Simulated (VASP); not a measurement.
These are PBE GGA with D4 dispersion, VASP's PBE PAW potentials (set 64) (plane waves; VASP 6.6.1) values and carry that method's errors.

Input for VASP

### KPOINTS
```
Automatic mesh
0
Gamma
10 10 8
0 0 0
```

File POSCAR:
```
HfB2
1
    1.5695010000    -2.7858320000     0.0000000000
    1.5695010000     2.7858320000     0.0000000000
    0.0000000000     0.0000000000     3.4233860000
Hf B
1 2
Direct
  0.0000000000   0.0000000000   0.0000000000
  0.3333330000   0.6666670000   0.5000000000
  0.6731810000   0.3398470000   0.5000000000
```

INCAR:
```
IVDW  =  13   # D4
ALGO  =  Normal   # blocked Davidson
SYSTEM  =  HfB2
LCHARG  =  .FALSE.
LWAVE  =  .FALSE.
ISIF  =  2   # forces and stress, cell fixed
ENCUT  =  520   # plane-wave cut-off (eV)
SIGMA  =  0.1   # width (eV)
GGA  =  PE   # PBE
PREC  =  Accurate
LASPH  =  .TRUE.
LREAL  =  .FALSE.
EDIFF  =  1E-6   # SCF stop (eV)
ISMEAR  =  1
NELM  =  100   # most electronic steps
LMAXMIX  =  6
```

POTCAR, in this order: Hf_pv B (PBE.64 set). Program: vasp_std.

Unless said otherwise, spin-orbit coupling is left out, though it shifts the bands of the heavy elements here.

Q: Predict the energy per atom (σ→0), dispersion energy, pressure, largest force, band gap (on the k-mesh).

A: 
- energy per atom (σ→0): -9.094 eV/atom
- dispersion energy: -0.923 eV
- band gap (on the k-mesh): none (metal, semimetal or under 0.01 eV)
- pressure: -6.91 GPa
- largest force: 0.314 eV/Å

**OSZICAR**
```
...
DAV:   7    -0.264293899036E+02    0.46170E-01   -0.16391E+00  7892   0.884E+00    0.111E+01
DAV:   8    -0.263630498186E+02    0.66340E-01   -0.47435E-01  7364   0.478E+00    0.172E+00
DAV:   9    -0.263591001599E+02    0.39497E-02   -0.29342E-02  7384   0.134E+00    0.220E-01
DAV:  10    -0.263590910850E+02    0.90749E-05   -0.73463E-04  7696   0.233E-01    0.352E-01
DAV:  11    -0.263590906317E+02    0.45334E-06   -0.87783E-05  7664   0.745E-02    0.149E-01
DAV:  12    -0.263590871615E+02    0.34702E-05   -0.83102E-06  7648   0.256E-02    0.285E-02
DAV:  13    -0.263590873834E+02   -0.22189E-06   -0.30821E-07  4464   0.573E-03
   1 F= -.27282229E+02 E0= -.27282219E+02  d E =-.281835E-04
```

The compound is HfB2 in the AlB2 type structure. The cell was not relaxed at this level, atoms are displaced from their ideal sites. The run is one of a series of settings (IVDW = 13 against the base run), some of them coarse on purpose.
